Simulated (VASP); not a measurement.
# A single sheet of CrBr2 in VASP, part 2 of 3

Aim: model a single sheet of CrBr2 by a slab and find how far its highest filled level lies below the vacuum.

VASP 6.6.1; PBEsol, spin-polarised from a ferromagnetic start (one magnetic atom a cell); plane waves and PAW (Br, Cr).

Still holding for the runs below: The cell holds one magnetic atom, so no antiferromagnetic order fits into it.

So far. Step 2 (Surface relaxation): The run ended after 9 ionic steps, 0.025 eV below its first step, once the forces on the free atoms met EDIFFG = -0.03.

## (3) Vacuum level and density of states

A static run writes the electrostatic potential without exchange and correlation (LVHAR), which is flat in the vacuum and gives the level to count from. The dipole correction cancels the field that unlike faces would set up across the vacuum.

Input file INCAR:

```
SYSTEM = CrBr2
PREC = Normal
ENCUT = 300
EDIFF = 1E-06
NELM = 120
ISMEAR = 0
SIGMA = 0.05
LREAL = .FALSE.
ALGO = Fast
GGA = PS
NBANDS = 24
ISPIN = 2
MAGMOM = 0 0 3
LMAXMIX = 4
LORBIT = 11
LWAVE = .TRUE.
LCHARG = .TRUE.
IDIPOL = 3
LDIPOL = .TRUE.
DIPOL = 0.5 0.5 0.5
LVHAR = .TRUE.
LVACPOTAV = .TRUE.
LELF = .TRUE.
NEDOS = 1500
```

Input file POSCAR:

```
CrBr2
1.0
    4.1683699850      0.0000000000      0.0000000000
    2.5597016450      3.2898686630      0.0000000000
    0.0000000000      0.0000000000     18.0160793074
Br Cr
2 1
Direct
    0.5274906002      0.5274906002      0.5799915138
    0.2784075988      0.2784075988      0.4200084862
    0.9029490990      0.9029490990      0.5000000000
```

Input file KPOINTS:

```
Automatic mesh
0
Gamma
7 7 1
0 0 0
```

Input file KPOINTS_OPT:

```
Line mode
14
Line-mode
Reciprocal
  0.00000000   0.00000000   0.00000000 GAMMA
  0.30977450  -0.30977450   0.00000000 X

  0.30977450  -0.30977450   0.00000000 X
  0.69022550   0.30977450   0.00000000 A1

  0.69022550   0.30977450   0.00000000 A1
  0.50000000   0.50000000   0.00000000 Y

  0.50000000   0.50000000   0.00000000 Y
  0.00000000   0.00000000   0.00000000 GAMMA
```

The projector-augmented-wave data sets are Br and Cr (PBE family, release 64).

On the command line:

```
$ mpirun -np 2 vasp_std
```

The log of the run:

```text
[banner, memory and clock lines left out]
running    2 mpi-ranks, on    1 nodes
 distrk:  each k-point on    2 cores,    1 groups
 distr:  one band on    1 cores,    2 groups

 POSCAR found type information on POSCAR BrCr
 POSCAR found :  2 types and       3 ions
 [... a notice as in an earlier step ...]

 LDA part: xc-table for (Slater+PW92), standard interpolation
 POSCAR, INCAR and KPOINTS ok, starting setup
 FFT: planning ... GRIDC
 FFT: planning ... GRID_SOFT
 FFT: planning ... GRID
 WAVECAR not read
 entering main loop
       N       E                     dE             d eps       ncg     rms          rms(c)
DAV:   1     0.122019789868E+03    0.12202E+03   -0.46121E+03  1536   0.388E+02
DAV:   2     0.211321343057E+01   -0.11991E+03   -0.11017E+03  1752   0.119E+02
DAV:   3    -0.151150141142E+02   -0.17228E+02   -0.16960E+02  2072   0.521E+01
DAV:   4    -0.156552360206E+02   -0.54022E+00   -0.53974E+00  1840   0.136E+01
DAV:   5    -0.156678748007E+02   -0.12639E-01   -0.12637E-01  2112   0.168E+00    0.112E+01
RMM:   6    -0.153860425877E+02    0.28183E+00   -0.46225E+00  1663   0.133E+01    0.997E+00
RMM:   7    -0.152235340039E+02    0.16251E+00   -0.63194E-01  1637   0.553E+00    0.484E+00
RMM:   8    -0.150950327670E+02    0.12850E+00   -0.19068E-01  1859   0.214E+00    0.212E+00
RMM:   9    -0.150124676776E+02    0.82565E-01   -0.72838E-02  1930   0.106E+00    0.728E-01
RMM:  10    -0.151217476143E+02   -0.10928E+00   -0.18077E-02  1986   0.604E-01    0.486E-01
RMM:  11    -0.152503515588E+02   -0.12860E+00   -0.20426E-02  2007   0.555E-01    0.358E-01
RMM:  12    -0.153808267065E+02   -0.13048E+00   -0.37111E-02  2150   0.625E-01    0.193E-01
RMM:  13    -0.154448264887E+02   -0.64000E-01   -0.13826E-02  2145   0.339E-01    0.116E-01
RMM:  14    -0.154810213096E+02   -0.36195E-01   -0.52673E-03  2200   0.225E-01    0.943E-02
RMM:  15    -0.154876552933E+02   -0.66340E-02   -0.12862E-03  2217   0.145E-01    0.428E-02
RMM:  16    -0.154882599462E+02   -0.60465E-03   -0.36223E-04  2323   0.704E-02    0.220E-02
RMM:  17    -0.154886216534E+02   -0.36171E-03   -0.12431E-04  2166   0.482E-02    0.269E-02
RMM:  18    -0.154889290237E+02   -0.30737E-03   -0.65159E-05  2138   0.268E-02    0.797E-03
RMM:  19    -0.154891154632E+02   -0.18644E-03   -0.21996E-05  2067   0.163E-02    0.786E-03
RMM:  20    -0.154892330848E+02   -0.11762E-03   -0.18694E-05  2106   0.159E-02    0.517E-03
RMM:  21    -0.154892627325E+02   -0.29648E-04   -0.60016E-06  2043   0.900E-03    0.222E-03
RMM:  22    -0.154892878612E+02   -0.25129E-04   -0.25743E-06  1993   0.561E-03    0.322E-03
RMM:  23    -0.154893028949E+02   -0.15034E-04   -0.17562E-06  1997   0.524E-03    0.565E-04
RMM:  24    -0.154893069957E+02   -0.41008E-05   -0.62358E-07  1858   0.322E-03    0.877E-04
RMM:  25    -0.154893103866E+02   -0.33909E-05   -0.22749E-07  1760   0.251E-03    0.582E-04
RMM:  26    -0.154893124695E+02   -0.20828E-05   -0.13275E-07  1738   0.172E-03    0.277E-04
RMM:  27    -0.154893133294E+02   -0.85992E-06   -0.42285E-08  1642   0.126E-03
|                                                                             |
|           W    W    AA    RRRRR   N    N  II  N    N   GGGG   !!!           |
|           W    W   A  A   R    R  NN   N  II  NN   N  G    G  !!!           |
|           W    W  A    A  R    R  N N  N  II  N N  N  G       !!!           |
|           W WW W  AAAAAA  RRRRR   N  N N  II  N  N N  G  GGG   !            |
|           WW  WW  A    A  R   R   N   NN  II  N   NN  G    G                |
|           W    W  A    A  R    R  N    N  II  N    N   GGGG   !!!           |
|                                                                             |
|     Did not find any points to average over, which means that no vacuum     |
|     field-free region was found. Please increase the size of  your cell     |
|     in the dimension of the dipole correction to obtain accurate            |
|     workfunction values.                                                    |
|                                                                             |

   1 F= -.15489313E+02 E0= -.15489313E+02  d E =-.401015E-11  mag=     4.0000
 Start KPOINTS_OPT (optional k-point list driver)
k-point batch [1-16\56]
       N       E                     dE             ncg
DAV:   1    -0.431347601560E+03   -0.51660E+04     1536
DAV:   2    -0.226932431501E+04   -0.18380E+04     1808
DAV:   3    -0.252854223285E+04   -0.25922E+03     2016
DAV:   4    -0.253589024108E+04   -0.73480E+01     1784
DAV:   5    -0.253604863720E+04   -0.15840E+00     2080
DAV:   6    -0.253605360316E+04   -0.49660E-02     1920
DAV:   7    -0.253605377932E+04   -0.17616E-03     2136
DAV:   8    -0.253605378777E+04   -0.84540E-05     1704
DAV:   9    -0.253605378806E+04   -0.29036E-06     1448
[...]
k-point batch [49-56\56]
       N       E                     dE             ncg
DAV:   1     0.249886940194E+04   -0.76660E+03      768
DAV:   2     0.159535437182E+04   -0.90352E+03      896
DAV:   3     0.145317250363E+04   -0.14218E+03      984
DAV:   4     0.144924564900E+04   -0.39269E+01      880
DAV:   5     0.144916154921E+04   -0.84100E-01     1000
DAV:   6     0.144915843839E+04   -0.31108E-02      992
DAV:   7     0.144915835119E+04   -0.87201E-04     1008
DAV:   8     0.144915834789E+04   -0.32978E-05      808
DAV:   9     0.144915834773E+04   -0.15663E-06      744
 writing wavefunctions
```

Run time: 2.2 min. Hardware: 2 MPI ranks of AMD EPYC 7R43, shared host; peak memory 0.33 GiB.

From OUTCAR (step 3):

```text
 Found     16 irreducible k-points:

   k-points           NKPTS =     16   k-points in BZ     NKDIM =     16   number of bands    NBANDS=     24

   NELECT =      20.0000    total number of electrons

 E-fermi :  -2.3788

 spin component 1
 k-point     1 :       0.0000    0.0000    0.0000
  band No.  band energies     occupation
    ...
      8      -5.1066      1.00000
      9      -4.0937      1.00000
     10      -3.6937      1.00000
     11      -3.5256      1.00000
     12      -2.5951      1.00000
     13      -1.5523      0.00000
     14       0.3453      0.00000
     15       0.9684      0.00000
     16       2.1156      0.00000
     17       2.3035      0.00000
    ...

 k-point     2 :       0.1429   -0.0000    0.0000
  band No.  band energies     occupation
    ...
      8      -5.3112      1.00000
      9      -3.7825      1.00000
     10      -3.6330      1.00000
     11      -3.3707      1.00000
     12      -2.7448      1.00000
     13      -1.9296      0.00000
     14       0.9961      0.00000
     15       1.5409      0.00000
     16       2.3943      0.00000
     17       2.5628      0.00000
    ...

 k-point     3 :       0.2857   -0.0000    0.0000
  band No.  band energies     occupation
    ...
      8      -5.5068      1.00000
      9      -3.6850      1.00000
     10      -3.5917      1.00000
     11      -3.3010      1.00000
     12      -2.7983      1.00000
     13      -2.0047      0.00000
     14       1.6883      0.00000
     15       2.0242      0.00000
     16       2.9897      0.00000
     17       3.1350      0.00000
    ...

 k-point     4 :       0.4286    0.0000    0.0000
  band No.  band energies     occupation
    ...
      8      -5.6611      1.00000
      9      -3.7702      1.00000
     10      -3.6831      1.00000
     11      -3.4431      1.00000
     12      -2.6039      1.00000
     13      -1.7049      0.00000
     14       1.3993      0.00000
     15       1.6246      0.00000
     16       3.8231      0.00000
     17       4.1086      0.00000
    ...

  Total       -0.6354555     -0.8793009     -0.0443325      0.1567017      0.0334504      0.0684090
  in kB       -4.1208864     -5.7022070     -0.2874934      1.0161999      0.2169236      0.4436279
  external PRESSURE =      -3.3701956 kB  Pullay stress =       0.0000000 kB

 POSITION                                       TOTAL-FORCE (eV/Angst)
 -----------------------------------------------------------------------------------
      3.54899      1.73537     10.44917         0.023634      0.011557     -0.005188
      1.87315      0.91592      7.56691        -0.023634     -0.011557      0.005188
      6.07511      2.97058      9.00804         0.000000     -0.000000      0.000000
 -----------------------------------------------------------------------------------
    total drift:                                0.000018      0.000009      0.000002

  FREE ENERGIE OF THE ION-ELECTRON SYSTEM (eV)
  ---------------------------------------------------
  free  energy   TOTEN  =       -15.4893133294 eV

  energy  without entropy=      -15.4893133294  energy(sigma->0) =      -15.48931333

 vacuum level on the upper side and lower side of the slab         2.388         2.388

 total charge
# of ion       s       p       d       tot
------------------------------------------
    1        1.602   3.231   0.023   4.856
    2        1.602   3.231   0.023   4.856
    3        0.296   0.335   4.262   4.893
--------------------------------------------------
tot          3.500   6.798   4.307  14.605

 magnetization (x)
# of ion       s       p       d       tot
------------------------------------------
    1        0.001  -0.035   0.011  -0.023
    2        0.001  -0.035   0.011  -0.023
    3        0.060   0.036   3.640   3.737
--------------------------------------------------
tot          0.061  -0.033   3.662   3.690

[... 8 parts as in an earlier step ...]

[... 10 further parts left out ...]
```

With spin, VASP writes an ELF for each channel.

This step gave:

```yaml
electronic_cycles: 27
fermi_energy: -2.379 eV
moment_of_the_cell_from_the_last_line_of_the_log: 4 μB
least_gap_on_mesh_and_path: 0.5007 eV
least_direct_gap_on_mesh_and_path: 0.6514 eV
vacuum_levels: 2.388, 2.388 eV
ionisation_potentials_of_the_upper_and_lower_face: 4.966, 4.966 eV
electron_affinities_of_the_upper_and_lower_face: 4.465, 4.465 eV
```

Spin up. The electronic bands at the labelled points (eV, zero at the valence-band top; v1 is the highest filled band, c1 the lowest empty one):

| point | v4 | v3 | v2 | v1 | c1 | c2 | c3 | c4 |
| --- | --- | --- | --- | --- | --- | --- | --- | --- |
| Γ | -1.52 | -1.12 | -0.95 | -0.02 | 1.03 | 2.92 | 3.55 | 4.69 |
| 0.54 of the way | -1.11 | -0.97 | -0.64 | -0.33 | 0.65 | 4.56 | 4.69 | 5.21 |
| X | -1.15 | -1.04 | -0.68 | -0.23 | 0.76 | 4.75 | 5.31 | 6.77 |
| 0.46 of the way | -1.22 | -1.13 | -0.88 | 0.00 | 0.93 | 3.98 | 4.07 | 6.50 |
| A1 | -1.15 | -1.04 | -0.68 | -0.23 | 0.76 | 4.75 | 5.31 | 6.77 |
| 0.46 of the way | -1.12 | -0.85 | -0.84 | -0.10 | 0.56 | 5.21 | 5.40 | 6.67 |
| Y | -1.55 | -0.91 | -0.73 | 0.00 | 0.98 | 4.33 | 4.71 | 6.25 |
| 0.46 of the way | -1.53 | -0.97 | -0.56 | -0.33 | 0.99 | 4.13 | 4.66 | 5.50 |
| Γ | -1.52 | -1.12 | -0.95 | -0.02 | 1.03 | 2.92 | 3.55 | 4.69 |

Of the projections kept (Br, Cr), the largest for each band there; the rest of the weight can lie on other orbitals:

| point | v4 | v3 | v2 | v1 | c1 | c2 | c3 | c4 |
| --- | --- | --- | --- | --- | --- | --- | --- | --- |
| Γ | Cr 0.95 | Cr 0.99 | Cr 0.97 | Cr 0.75 | Cr 0.67 | Cr 0.55 | Cr 0.56 | Br 0.63 |
| X | Cr 0.98 | Cr 0.96 | Cr 0.91 | Cr 0.88 | Cr 0.77 | Cr 0.60 | Br 0.52 | Br 0.70 |
| A1 | Cr 0.98 | Cr 0.96 | Cr 0.91 | Cr 0.88 | Cr 0.77 | Cr 0.60 | Br 0.52 | Br 0.70 |
| Y | Cr 0.92 | Cr 1.00 | Cr 0.99 | Cr 0.84 | Cr 0.67 | Cr 0.62 | Br 0.60 | Cr 0.54 |
| Γ | Cr 0.95 | Cr 0.99 | Cr 0.97 | Cr 0.75 | Cr 0.67 | Cr 0.55 | Cr 0.56 | Br 0.63 |

The density of states has structure finer than the step of the table below, so its rows give means over 1 eV, whole bins alone (the curve runs from -12.0 to 8.49 eV). Peaks (eV: height): total up -4.9: 4.94, -1.1: 7.38, 5.1: 5.16, 7.2: 4.62; total down -3.0: 5.52, 2.5: 7.77, 2.8: 5.91, 8.2: 4.87; Br p up -4.9: 2.28, -3.7: 1.76, -3.5: 1.83, -3.2: 1.87; Br p down -4.2: 1.76, -3.5: 1.74, -3.3: 2.40, -3.0: 3.32; Cr s up 4.3: 0.560, 4.6: 0.352, 4.9: 0.365, 5.1: 0.374.

Density of states against energy, zero at the valence-band top; means over each step; values in states/eV/cell:

| energy (eV) | total up | total down | Br p up | Br p down | Cr s up | Cr d up | Cr d down |
| --- | --- | --- | --- | --- | --- | --- | --- |
| -7 | 0 | 0 | 0 | 0 | 0 | 0 | 0 |
| -6 | 0.377 | 0.00243 | 0.156 | 0.00110 | 0.0465 | 0.0249 | 7.9e-5 |
| -5 | 1.58 | 1.59 | 0.700 | 0.760 | 0.0701 | 0.117 | 0.0480 |
| -4 | 2.25 | 1.71 | 1.04 | 0.902 | 0.00918 | 0.405 | 0.128 |
| -3 | 1.83 | 2.71 | 1.03 | 1.61 | 0.00344 | 0.141 | 0.122 |
| -2 | 0.104 | 0.0176 | 0.00869 | 0.0116 | 0.00189 | 0.0783 | 0 |
| -1 | 2.89 | 0 | 0.138 | 0 | 0.0177 | 2.43 | 0 |
| 0 | 1.01 | 0 | 0.142 | 0 | 0.0143 | 0.738 | 0 |
| 1 | 0.992 | 0.105 | 0.193 | 0.00252 | 1.2e-4 | 0.639 | 0.0750 |
| 2 | 0 | 2.50 | 0 | 0.0784 | 0 | 0 | 1.95 |
| 3 | 0.0676 | 2.39 | 0.00450 | 0.135 | 0.00784 | 0.00420 | 1.91 |
| 4 | 0.834 | 0.163 | 0.0642 | 0.00576 | 0.102 | 0.0214 | 0.0208 |
| 5 | 1.51 | 1.46 | 0.144 | 0.0661 | 0.144 | 0.0289 | 0.0514 |
| 6 | 1.44 | 1.68 | 0.0704 | 0.117 | 0.0231 | 0.0251 | 0.0607 |
| 7 | 2.20 | 1.96 | 0.101 | 0.0931 | 0.0119 | 0.0692 | 0.0643 |

Zero at the Fermi level. The planar average of the electrostatic potential by height:

| height (Å) | planar average of the electrostatic potential (eV) |
| --- | --- |
| 0.0 | 4.77 |
| 0.5 | 4.77 |
| 1.0 | 4.77 |
| 1.5 | 4.77 |
| 2.0 | 4.77 |
| 2.5 | 4.77 |
| 3.0 | 4.77 |
| 3.5 | 4.77 |
| 4.0 | 4.77 |
| 4.5 | 4.77 |
| 5.0 | 4.76 |
| 5.5 | 4.71 |
| 6.0 | 4.49 |
| 6.5 | 3.41 |
| 7.0 | -2.14 |
| 7.5 | -6.62 |
| 8.0 | -6.00 |
| 8.5 | -3.07 |
| 9.0 | -4.03 |
| 9.5 | -3.09 |
| 10.0 | -5.88 |
| 10.5 | -6.67 |
| 11.0 | -2.38 |
| 11.5 | 3.35 |
| 12.0 | 4.47 |
| 12.5 | 4.71 |
| 13.0 | 4.76 |
| 13.5 | 4.77 |
| 14.0 | 4.77 |
| 14.5 | 4.77 |
| 15.0 | 4.77 |
| 15.5 | 4.77 |
| 16.0 | 4.77 |
| 16.5 | 4.77 |
| 17.0 | 4.77 |
| 17.5 | 4.77 |

Density of states in the PAW spheres, an atom over height of the layer and energy from the Fermi level.

Ten even steps from '0' (0.00 states/eV) to '9' (3.86 states/eV), each cell a mean:
```
020
000
040
030
090
030
000
000
101
303
313
212
212
212
212
101
000
000
000
000
000
000
```
Columns: height of the layer (Å) from 7.6 to 10.4; rows upwards: energy from the Fermi level (eV) from -7.9 to 0.5.

Spin down. Electronic bands along the path, in eV, zero at the valence-band top; v1 is the highest filled band, c1 the lowest empty one:

| point | v4 | v3 | v2 | v1 | c1 | c2 | c3 | c4 |
| --- | --- | --- | --- | --- | --- | --- | --- | --- |
| Γ | -3.42 | -2.85 | -2.57 | -2.48 | 1.54 | 2.05 | 2.24 | 2.82 |
| 0.54 of the way | -4.29 | -3.10 | -3.06 | -2.86 | 2.18 | 2.26 | 2.35 | 2.55 |
| X | -4.49 | -3.77 | -3.30 | -2.97 | 2.18 | 2.34 | 2.50 | 2.74 |
| 0.46 of the way | -4.04 | -3.34 | -3.31 | -2.96 | 1.81 | 2.36 | 2.49 | 2.96 |
| A1 | -4.49 | -3.77 | -3.30 | -2.97 | 2.18 | 2.34 | 2.50 | 2.74 |
| 0.46 of the way | -4.10 | -3.87 | -3.12 | -3.09 | 1.91 | 2.37 | 2.59 | 2.66 |
| Y | -3.52 | -3.29 | -3.06 | -3.00 | 1.33 | 2.56 | 2.80 | 2.86 |
| 0.46 of the way | -3.55 | -3.33 | -2.81 | -2.70 | 1.41 | 2.50 | 2.69 | 2.76 |
| Γ | -3.42 | -2.85 | -2.57 | -2.48 | 1.54 | 2.05 | 2.24 | 2.82 |

Of the projections kept (Br, Cr), the largest for each band there; the rest of the weight can lie on other orbitals:

| point | v4 | v3 | v2 | v1 | c1 | c2 | c3 | c4 |
| --- | --- | --- | --- | --- | --- | --- | --- | --- |
| Γ | Br 0.87 | Br 0.97 | Br 0.93 | Br 0.99 | Cr 0.93 | Cr 0.91 | Cr 0.98 | Cr 0.88 |
| X | Br 0.86 | Br 0.91 | Br 0.80 | Br 0.95 | Cr 0.97 | Cr 0.96 | Cr 0.93 | Cr 0.87 |
| A1 | Br 0.86 | Br 0.91 | Br 0.80 | Br 0.95 | Cr 0.97 | Cr 0.96 | Cr 0.93 | Cr 0.87 |
| Y | Br 0.71 | Br 0.90 | Br 0.95 | Br 0.91 | Cr 0.91 | Cr 0.94 | Cr 0.99 | Cr 0.85 |
| Γ | Br 0.87 | Br 0.97 | Br 0.93 | Br 0.99 | Cr 0.93 | Cr 0.91 | Cr 0.98 | Cr 0.88 |

Spin density in the ca plane at fractional y = 0.278, with atoms of Br within 0.2 Å of it.

Ten even steps from '0' (-0.025 e/Å³) to '9' (0.059 e/Å³), each cell a mean:
```
22222222222222222233455432222222222222222222
22222222222222222334677531122222222222222222
22222222222222223334799531122222222222222222
22222222222222233334698521233322222222222222
22222222222222333332356432333322222222222222
22222222222222334520034433333322222222222222
22222222222222334431013333333222222222222222
22222222222222232244222333322222222222222222
22222222222222222244323332222222222222222222
22222222222222222233333332222222222222222222
```
Columns run along c (18.0 Å), rows up along a (4.2 Å). Atoms in or near the plane, at fractional coordinates: Br at (0.42, 0.28).

ELF of up spins in the ca plane at fractional y = 0.278, with atoms of Br within 0.2 Å of it. It is the smooth field of the valence electrons, not physical close to the nuclei.

Ten even steps from '0' (0.00) to '9' (0.91), each cell a mean:
```
00000000000000012443111246653110000000000000
00000000000000000001112478876310000000000000
00000000000000000111112699997522100000000000
00000000000011124554212589998521100000000000
00000000000001368998621378987545000000000000
00000000000042589998851135665213000000000000
00000000000024689966872012221000000000000000
00000000000002589977972000000000000000000000
00000000000032479999961000000000000000000000
00000000000011257898620011110000000000000000
```
Columns run along c (18.0 Å), rows up along a (4.2 Å). Atoms in or near the plane, at fractional coordinates: Br at (0.42, 0.28).

Electrostatic potential energy in the ca plane at fractional y = 0.278, with atoms of Br within 0.2 Å of it. With pseudopotentials it is smooth inside the atoms' cores, unlike the true potential.

Ten even steps from '0' (-26 eV) to '9' (2 eV), each cell a mean:
```
99999999999999999999999988899999999999999999
99999999999999999999988876689999999999999999
99999999999999999999887751379999999999999999
99999999999999999998887751379999999999999999
99999999999999999756788876789999999999999999
99999999999999997100488888999999999999999999
99999999999999984000179999999999999999999999
99999999999999984000179999999999999999999999
99999999999999997100489999999999999999999999
99999999999999999767899999999999999999999999
```
Columns run along c (18.0 Å; values clipped at the 3rd and 97th percentile), rows up along a (4.2 Å). Atoms in or near the plane, at fractional coordinates: Br at (0.42, 0.28).

The map of layer states is cut here 0.5 eV above the Fermi level, so it leaves out the states above that.

The vacuum level lies 4.97 eV above the highest filled level at the upper face; both faces agree, as the slab has next to no dipole.

The program found no field-free point at its default tolerance, but its printed level agrees with the flat part of the planar average.

(Continued in part 3 of 3.)

[Lines on the potential files, build, host, timing and source positions are cut from VASP's logs without a mark.]

[Logs are printed without paths, hosts, clocks, repeated set-up lines and the standing remarks that a program may print on its own settings, such as how far it seeks lower states.]

[Hosts, paths, dates, database ids (printed as entryN), source tags and the programs' standing remarks are cut or masked in the printed files.]

[In band tables of VASP the shares of atoms and orbitals are scaled to a sum of 1 inside the atoms' spheres.]

[Runs that stopped without an error message from VASP are left out.]
